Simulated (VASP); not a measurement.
The system is Hf.

```
Hf
1.0
     3.19670    0.00000    0.00000
    -1.59835    2.76842    0.00000
     0.00000    0.00000    5.05780
Hf
2
Direct
  0.33333 0.66667 0.25000
  0.66667 0.33333 0.75000
```

```yaml
Program: VASP 6.6.1
Task: relaxation of cell and atoms
Functional: LDA
Potentials_or_basis: VASP PAW LDA potentials, release 64 (Hf_pv)
Cutoff: 600 eV
k_mesh: 15 × 15 × 7
Occupations: methfessel-paxton, width 0.1 eV
Spin: no spin polarisation
```

At the start: pressure -7.7 GPa; volume 22.38 Å³/atom.

Question: Where does the relaxation end?

Answer: Over 8 steps the energy falls by 39.2 meV/atom and the volume is 20.83 Å³/atom (-6.9 %); space group P6_3/mmc (No. 194, to 0.05 Å).

Step by step:
| step | energy change (eV) | largest force (eV/Å) | pressure (GPa) | volume (Å³) |
| --- | --- | --- | --- | --- |
| 1 | 0.0000 | 0.0000 | -7.71 | 44.76 |
| 2 | 0.0507 | 0.0000 | 12.55 | 38.14 |
| 3 | -0.0783 | 0.0000 | -0.19 | 41.73 |
| 4 | -0.0784 | 0.0000 | -0.02 | 41.67 |
| 5 | -0.0783 | 0.0000 | 0.16 | 41.61 |
| 6 | -0.0784 | 0.0000 | -0.16 | 41.72 |
| 7 | -0.0784 | 0.0000 | -0.08 | 41.68 |
| 8 | -0.0784 | 0.0000 | 0.00 | 41.66 |

Final structure:
```xyz
2
Lattice="3.1191 0.0000 0.0000 -1.5596 2.7013 0.0000 0.0000 0.0000 4.9440" Properties=species:S:1:pos:R:3 pbc="T T T"
Hf    0.0000    1.8008    1.2360
Hf    1.5596    0.9004    3.7080
```
